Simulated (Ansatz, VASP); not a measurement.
# PN: VASP beside Ansatz, part 2 of 2

Aim: how closely do two programs agree when they are given the same cell, functional and k mesh? The cell is generated by rule, not measured, and may not be a known phase. The cell is taken from a series of runs on this material, whose earlier steps may have relaxed, scaled, displaced or heated it; both programs get it as it stands.

VASP 6.6.1 and Ansatz 0.2.0.

So far: The starting structure; Ansatz: zone-centre phonons, PBE.

**3. VASP: zone-centre phonons, PBE**

Level of this step: PBE; plane waves and PAW (P, N); invented cell (VASP).

The same cell, functional, mesh and smearing now go to VASP, with its own data sets.

Lines of VASP's logs that name or quote its potential files are left out, and so is its time.

INCAR reads:

```
SYSTEM = PN
PREC = Accurate
ENCUT = 600
EDIFF = 1E-08
NELM = 120
ISMEAR = 0
SIGMA = 0.02
LREAL = .FALSE.
ALGO = Normal
GGA = PE
NBANDS = 11
LORBIT = 11
LWAVE = .FALSE.
LCHARG = .FALSE.
ISIF = 2
IBRION = 8
LASPH = .TRUE.
GGA_COMPAT = .FALSE.
KPAR = 2
```

POSCAR reads:

```
PN
1.0
    1.5308650393      0.8838453425      2.4998921409
   -1.5308650393      0.8838453425      2.4998921409
    0.0000000000     -1.7676906850      2.4998921409
P N
1 1
Direct
    0.5000000000      0.5000000000      0.5000000000
    0.0000000000      0.0000000000      0.0000000000
```

KPOINTS reads:

```
Automatic mesh
0
Gamma
16 16 16
0 0 0
```

The projector-augmented-wave data sets are P and N (PBE family, release 64).

On the command line:

```
mpirun -np 2 vasp_std
```

Numbers of over 12 decimals in the logs are rounded to 6 here.

Output:

```text
[banner, memory and clock lines left out]
running    2 mpi-ranks, on    1 nodes
 distrk:  each k-point on    1 cores,    2 groups
 distr:  one band on    1 cores,    1 groups

 POSCAR found type information on POSCAR P N
 POSCAR found :  2 types and       2 ions
 LDA part: xc-table for (Slater+PW92), standard interpolation
 POSCAR, INCAR and KPOINTS ok, starting setup
 FFT: planning ... GRIDC
 FFT: planning ... GRID_SOFT
 FFT: planning ... GRID
 WAVECAR not read
 entering main loop
       N       E                     dE             d eps       ncg     rms          rms(c)
DAV:   1     0.195045297788E+02    0.19505E+02   -0.55213E+03  3190   0.951E+02
DAV:   2    -0.111895570623E+02   -0.30694E+02   -0.28964E+02  4184   0.157E+02
DAV:   3    -0.123427965581E+02   -0.11532E+01   -0.11466E+01  4015   0.270E+01
DAV:   4    -0.123476437024E+02   -0.48471E-02   -0.48464E-02  3635   0.180E+00
DAV:   5    -0.123476696335E+02   -0.25931E-04   -0.25930E-04  3900   0.129E-01    0.887E+00
DAV:   6    -0.115146613685E+02    0.83301E+00   -0.90064E+00  3901   0.157E+01    0.427E+00
DAV:   7    -0.114691531696E+02    0.45508E-01   -0.53467E-01  3580   0.490E+00    0.345E+00
DAV:   8    -0.114736276598E+02   -0.44745E-02   -0.56503E-02  3571   0.203E+00    0.947E-01
DAV:   9    -0.114700138864E+02    0.36138E-02   -0.19606E-02  3709   0.826E-01    0.844E-02
DAV:  10    -0.114700680877E+02   -0.54201E-04   -0.42210E-04  3459   0.176E-01    0.162E-02
DAV:  11    -0.114700673178E+02    0.76982E-06   -0.31748E-06  3863   0.172E-02    0.677E-03
DAV:  12    -0.114700671412E+02    0.17668E-06   -0.56266E-07  3524   0.676E-03    0.197E-03
DAV:  13    -0.114700671921E+02   -0.50961E-07   -0.14785E-08  3221   0.106E-03    0.727E-04
DAV:  14    -0.114700672258E+02   -0.33645E-07   -0.34344E-09  1976   0.398E-04    0.678E-05
DAV:  15    -0.114700672256E+02    0.14506E-09   -0.27778E-10  1889   0.224E-04
   1 F= -.11470067E+02 E0= -.11470014E+02  d E =-.106712E-03
 Linear response reoptimize wavefunctions to high precision
DAV:   1    -0.114700672254E+02    0.22135E-09   -0.13047E-11  2051   0.367E-05
DAV:   2    -0.114700672254E+02    0.55138E-11   -0.22993E-12  1844   0.134E-05
 Linear response DOF=           2
 Linear response progress:
  Degree of freedom:   1/  2
       N       E                     dE             d eps       ncg     rms          rms(c)
RMM:   1    -0.345010753959E-01   -0.34501E-01    0.33801E-03 33574   0.129E+00
RMM:   2    -0.343047204231E-01    0.19635E-03   -0.93657E-04 21448   0.252E-01    0.162E-01
RMM:   3    -0.336228132438E-01    0.68191E-03   -0.93309E-05 22337   0.600E-02    0.906E-02
RMM:   4    -0.332711720706E-01    0.35164E-03   -0.51504E-05 22354   0.449E-02    0.226E-02
RMM:   5    -0.333231862011E-01   -0.52014E-04   -0.20647E-06 22606   0.125E-02    0.139E-03
RMM:   6    -0.333300461600E-01   -0.68600E-05   -0.26382E-08 22939   0.112E-03    0.550E-04
RMM:   7    -0.333327842620E-01   -0.27381E-05   -0.19029E-09 22962   0.680E-04    0.205E-04
RMM:   8    -0.333326177596E-01    0.16650E-06    0.29549E-09 23916   0.882E-05    0.116E-04
RMM:   9    -0.333325274521E-01    0.90307E-07   -0.13905E-08 23205   0.850E-05    0.867E-06
RMM:  10    -0.333325749680E-01   -0.47516E-07    0.10524E-08 23534   0.203E-05    0.196E-06
RMM:  11    -0.333325690355E-01    0.59326E-08    0.24018E-09 21167   0.183E-05    0.197E-07
 first order change of Fermi-energy   0.36518E-04
 force on displaced ion       1 direction 1 :  11.398   0.000  -0.000
 Linear response progress:
  Degree of freedom:   2/  2
       N       E                     dE             d eps       ncg     rms          rms(c)
RMM:   1    -0.219245782059E+00   -0.21925E+00    0.17711E-01 28648   0.328E+00
RMM:   2    -0.222122399892E+00   -0.28766E-02   -0.40503E-03 21520   0.560E-01    0.177E-01
RMM:   3    -0.222800901628E+00   -0.67850E-03   -0.10090E-04 22089   0.761E-02    0.106E-01
RMM:   4    -0.223986388210E+00   -0.11855E-02   -0.80260E-05 21472   0.659E-02    0.140E-02
RMM:   5    -0.223964304169E+00    0.22084E-04   -0.23589E-06 22681   0.138E-02    0.184E-03
RMM:   6    -0.223948099925E+00    0.16204E-04   -0.26245E-08 23400   0.116E-03    0.752E-04
RMM:   7    -0.223947414246E+00    0.68568E-06   -0.25035E-08 23182   0.628E-04    0.203E-04
RMM:   8    -0.223946752808E+00    0.66144E-06   -0.73055E-08 24198   0.144E-04    0.998E-05
RMM:   9    -0.223945670442E+00    0.10824E-05   -0.88918E-08 23595   0.114E-04    0.920E-06
RMM:  10    -0.223945757775E+00   -0.87333E-07   -0.50462E-08 24521   0.344E-05    0.373E-06
RMM:  11    -0.223945768352E+00   -0.10576E-07   -0.32012E-09 22224   0.311E-05    0.639E-07
RMM:  12    -0.223945763670E+00    0.46817E-08   -0.95037E-09 17201   0.267E-05    0.157E-07
 first order change of Fermi-energy   0.52136E-04
 force on displaced ion       2 direction 1 :  11.395  -0.000  -0.000
 Linear response finished
```

From OUTCAR (step 3):

```text
ion  position               nearest neighbor table
   1  0.500  0.500  0.500-   2 2.16   2 2.16   2 2.16   2 2.16   2 2.16   2 2.16
   2  0.000  0.000  0.000-   1 2.16   1 2.16   1 2.16   1 2.16   1 2.16   1 2.16

  LATTYP: Found a face centered cubic cell.
 ALAT       =     4.3299402015

 Subroutine GETGRP returns: Found 48 space group operations
 (whereof 48 operations were pure point group operations)

The static configuration has the point symmetry O_h .

 Found    145 irreducible k-points:

   k-points           NKPTS =    145   k-points in BZ     NKDIM =    145   number of bands    NBANDS=     11

   dimension x,y,z NGX =    24 NGY =   24 NGZ =   24
   dimension x,y,z NGXF=    48 NGYF=   48 NGZF=   48

   ENCUT  =  600.0 eV  44.10 Ry    6.64 a.u.   6.12  6.12  6.12*2*pi/ulx,y,z

   NELECT =      10.0000    total number of electrons

 k-points in reciprocal lattice and weights: Automatic mesh
   0.00000000  0.00000000  0.00000000       0.000
   0.06250000  0.00000000 -0.00000000       0.002
   0.12500000  0.00000000 -0.00000000       0.002
   0.18750000  0.00000000  0.00000000       0.002
   0.25000000  0.00000000 -0.00000000       0.002
   0.31250000  0.00000000 -0.00000000       0.002
   0.37500000  0.00000000  0.00000000       0.002
   0.43750000  0.00000000  0.00000000       0.002
   0.50000000  0.00000000 -0.00000000       0.001
[...]
-0.31250000  0.50000000  0.18750000       0.003
  -0.25000000  0.50000000  0.25000000       0.001

 average (electrostatic) potential at core
       1 -80.5365       2 -60.1315

  Total        0.3018039      0.3018039      0.3018039      0.0000000      0.0000000      0.0000000
  in kB       23.8259247     23.8259247     23.8259247      0.0000000      0.0000000      0.0000000
  external PRESSURE =      23.8259247 kB  Pullay stress =       0.0000000 kB

  energy-cutoff  :      600.00
  volume of cell :       20.29
      direct lattice vectors                 reciprocal lattice vectors
     1.530865039  0.883845343  2.499892141     0.326612724  0.188569944  0.133339086
    -1.530865039  0.883845343  2.499892141    -0.326612724  0.188569944  0.133339086
     0.000000000 -1.767690685  2.499892141     0.000000000 -0.377139888  0.133339086

 POSITION                                       TOTAL-FORCE (eV/Angst)
 -----------------------------------------------------------------------------------
      0.00000      0.00000      3.74984        -0.000000     -0.000000     -0.000000
      0.00000      0.00000      0.00000         0.000000      0.000000      0.000000
 -----------------------------------------------------------------------------------
    total drift:                               -0.000000     -0.000000     -0.000000

 Eigenvectors and eigenvalues of the dynamical matrix
 ----------------------------------------------------

   1 f  =    0.001162 THz     0.007301 2PiTHz    0.038762 cm-1     0.004806 meV
             X         Y         Z           dx          dy          dz
      0.000000  0.000000  3.749838    -0.000000    0.712665   -0.425134
      0.000000  0.000000  0.000000    -0.000000    0.479215   -0.285872

   2 f  =    0.001162 THz     0.007301 2PiTHz    0.038762 cm-1     0.004806 meV
             X         Y         Z           dx          dy          dz
      0.000000  0.000000  3.749838    -0.829838   -0.000000    0.000000
      0.000000  0.000000  0.000000    -0.558005   -0.000000    0.000000

   3 f  =    0.001162 THz     0.007301 2PiTHz    0.038762 cm-1     0.004806 meV
             X         Y         Z           dx          dy          dz
      0.000000  0.000000  3.749838    -0.000000    0.425134    0.712665
      0.000000  0.000000  0.000000    -0.000000    0.285872    0.479215

   4 f/i=   16.995351 THz   106.784940 2PiTHz  566.903887 cm-1    70.287092 meV
             X         Y         Z           dx          dy          dz
      0.000000  0.000000  3.749838     0.000000    0.558005   -0.000000
      0.000000  0.000000  0.000000    -0.000000   -0.829838   -0.000000

   5 f/i=   16.995351 THz   106.784940 2PiTHz  566.903887 cm-1    70.287092 meV
             X         Y         Z           dx          dy          dz
      0.000000  0.000000  3.749838     0.000000   -0.000000   -0.558005
      0.000000  0.000000  0.000000    -0.000000    0.000000    0.829838

   6 f/i=   16.995351 THz   106.784940 2PiTHz  566.903887 cm-1    70.287092 meV
             X         Y         Z           dx          dy          dz
      0.000000  0.000000  3.749838    -0.558005    0.000000   -0.000000
      0.000000  0.000000  0.000000     0.829838   -0.000000    0.000000

 ELASTIC MODULI CONTR FROM IONIC RELAXATION (kBar)
 Direction    XX          YY          ZZ          XY          YZ          ZX
 --------------------------------------------------------------------------------
 XX           0.0000      0.0000      0.0000      0.0000      0.0000      0.0000
 YY           0.0000      0.0000      0.0000      0.0000      0.0000      0.0000
 ZZ           0.0000      0.0000      0.0000      0.0000      0.0000      0.0000
 XY           0.0000      0.0000      0.0000      0.0000      0.0000      0.0000
 YZ           0.0000      0.0000      0.0000      0.0000      0.0000      0.0000
 ZX           0.0000      0.0000      0.0000      0.0000      0.0000      0.0000
 --------------------------------------------------------------------------------
```

Energies printed during the response cycles are not total energies of the cell.

**4. Differences**

Known differences besides the potentials themselves: VASP's run holds the zone centre alone; the cutoff is 420 eV in Ansatz and 600 eV in VASP. Total energies have different zeros and are not compared.

The two programs side by side:

| quantity | Ansatz | VASP | difference |
| --- | --- | --- | --- |
| optical mode 1 to 3 (imaginary, printed as negative) (cm⁻¹) | -561.4 | -566.9 | +5.5 |

Modes are paired by rising frequency, not by their patterns, so a pair may set unlike modes beside each other; they are those without the splitting of longitudinal modes.

**5. Summary of results**

```json
{
 "r.m.s. difference of the optical zone-centre modes, each program's sorted by frequency (zone-centre phonons, PBE)": "5.5 cm⁻¹"
}
```

In words: The r.m.s. difference of the optical zone-centre modes, each program's sorted by frequency is 5.5 cm⁻¹ (zone-centre phonons, PBE). Such differences can come from data sets, numerical settings and the points named under the comparisons, not from the functional's error against experiment.

[Lines on the potential files, build, host, timing and source positions are cut from VASP's logs without a mark.]

[Logs are printed without paths, hosts, clocks, repeated set-up lines and the standing remarks that a program may print on its own settings, such as how far it seeks lower states.]

[Hosts, paths, dates, database ids (printed as entryN), source tags and the programs' standing remarks are cut or masked in the printed files.]
